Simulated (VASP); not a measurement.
OSZICAR of a VASP run on TiAs (relaxed from the CsCl type structure, space group Pm-3m):

File OSZICAR:
```
       N       E                     dE             d eps       ncg     rms          rms(c)
DAV:   1     0.104505087664E+03    0.10451E+03   -0.73623E+03  2024   0.125E+03
DAV:   2    -0.846725387837E+01   -0.11297E+03   -0.10998E+03  2068   0.331E+02
DAV:   3    -0.165465007668E+02   -0.80792E+01   -0.75090E+01  2972   0.826E+01
DAV:   4    -0.168233801937E+02   -0.27688E+00   -0.27545E+00  2596   0.142E+01
DAV:   5    -0.168339752107E+02   -0.10595E-01   -0.10592E-01  2924   0.242E+00    0.111E+01
DAV:   6    -0.150971255811E+02    0.17368E+01   -0.18179E+01  2720   0.442E+01    0.457E+00
DAV:   7    -0.147661777426E+02    0.33095E+00   -0.26053E+00  2496   0.174E+01    0.240E+00
DAV:   8    -0.147650570594E+02    0.11207E-02   -0.41588E-01  2512   0.678E+00    0.125E+00
DAV:   9    -0.147428385590E+02    0.22219E-01   -0.10011E-01  2532   0.376E+00    0.221E-01
DAV:  10    -0.147434706246E+02   -0.63207E-03   -0.57112E-03  2700   0.870E-01    0.135E-01
DAV:  11    -0.147432527536E+02    0.21787E-03   -0.11751E-03  2612   0.447E-01    0.264E-02
DAV:  12    -0.147432571591E+02   -0.44055E-05   -0.28589E-05  2520   0.453E-02    0.127E-02
DAV:  13    -0.147432542017E+02    0.29575E-05   -0.15905E-05  2708   0.406E-02    0.997E-04
DAV:  14    -0.147432542092E+02   -0.75570E-08   -0.29155E-07  2264   0.490E-03
   1 F= -.14743254E+02 E0= -.14743254E+02  d E =0.000000E+00
```

Task: Which electronic solver shows in the log?

Result: It is blocked Davidson (ALGO = Normal, or the opening steps of other solvers). The INCAR had ALGO = Normal.

Task: Can the final energy be trusted as converged?

Result: The calculation finished and met its thresholds. It stopped with EDIFF = 1E-7, NELM = 100 (PBEsol GGA, plane waves, VASP's PBE PAW potentials (set 64)).

The structure was generated: TiAs was put into the CsCl type type (Pm-3m), which need not be its known phase. It was relaxed first, which changed the volume by -34 %. The electron count is odd and the run is not spin-polarised, which forces a metal.
